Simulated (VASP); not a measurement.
Sn2Ge:

```
Sn Ge
1.0
    -2.45555    2.44826    9.65028
     1.97047   -2.07156    9.44767
     4.90327    4.13528  -19.12343
Sn Ge
8 4
Direct
  0.07442 0.56620 0.24529
  0.07531 0.58294 0.74827
  0.40911 0.92650 0.24743
  0.41543 0.93832 0.75493
  0.32232 0.32349 0.99347
  0.34312 0.32527 0.50570
  0.67920 0.67607 0.00585
  0.67143 0.66728 0.49823
  0.01155 0.98795 0.99971
  0.01008 0.00202 0.50418
  0.76229 0.24648 0.25666
  0.73789 0.24626 0.74538
```

The cell was built by a generator and needn't be a form met in nature.

- Program: VASP 6.6.1
- Task: relaxation of cell and atoms
- Functional: PBE
- Potentials or basis: VASP PAW PBE potentials, release 64 (Sn_d, Ge_d)
- Cutoff: 520 eV
- k mesh: 2 × 2 × 2
- Occupations: gaussian, width 0.15 eV
- Spin: no spin polarisation

At the start: pressure 1.6 GPa; volume 31.75 Å³/atom.

Task: Where does the relaxation end?

Result: Over 24 steps the energy falls by 43.6 meV/atom and the volume is 32.62 Å³/atom (+2.8 %); space group Pc (No. 7, to 0.05 Å).

Step by step:
```
step  energy change (eV)  largest force (eV/Å)  pressure (GPa)  volume (Å³)
   1              0.0000                1.1025            1.63       380.99
   2             -0.4213                0.5042            0.41       398.63
   3             -0.4528                0.4019           -0.51       395.34
   4             -0.4534                0.3891           -0.33       394.60
   5             -0.4924                0.2482           -0.43       391.66
   6             -0.4939                0.1926           -0.23       388.73
   7             -0.4968                0.1601            0.04       389.34
   8             -0.5082                0.1225            0.12       388.21
   9             -0.5076                0.1477            0.34       387.96
  10             -0.5080                0.1307            0.38       388.08
  11             -0.5162                0.1405            0.08       392.40
  12             -0.5154                0.1447           -0.08       393.31
  13             -0.5159                0.1419            0.03       392.85
  14             -0.5189                0.0566            0.05       394.07
  15             -0.5187                0.0592           -0.27       394.18
  16             -0.5189                0.0605           -0.21       394.10
  17             -0.5208                0.0860           -0.04       392.12
  18             -0.5209                0.0741           -0.07       392.37
  19             -0.5223                0.0508            0.07       391.09
  20             -0.5223                0.0516            0.02       391.32
  21             -0.5223                0.0452            0.08       391.24
  22             -0.5223                0.0510           -0.01       391.28
  23             -0.5223                0.0457            0.02       391.26
  24             -0.5228                0.0294           -0.03       391.49
```

Final structure:
```
Sn Ge
1.0
    -2.28526    2.28202    9.48397
     2.26122   -2.26742    9.47785
     4.56141    4.52739  -18.96139
Sn Ge
8 4
Cartesian
  2.2534 0.0051 1.4728
  4.5434 2.2641 -7.9706
  2.2629 0.0139 7.9642
  4.5601 2.2694 -1.5001
  -0.0094 0.0096 6.2218
  2.2858 2.2849 -3.2375
  -0.0145 0.0252 12.7117
  2.2528 2.2623 3.2360
  6.7984 2.2677 -9.4985
  2.2538 2.2786 9.4796
  -0.0111 2.2961 4.7444
  2.2726 4.5456 -4.7536
```

Caveat: the k mesh is coarse (spacing up to 0.74 Å⁻¹), so the values aren't converged.
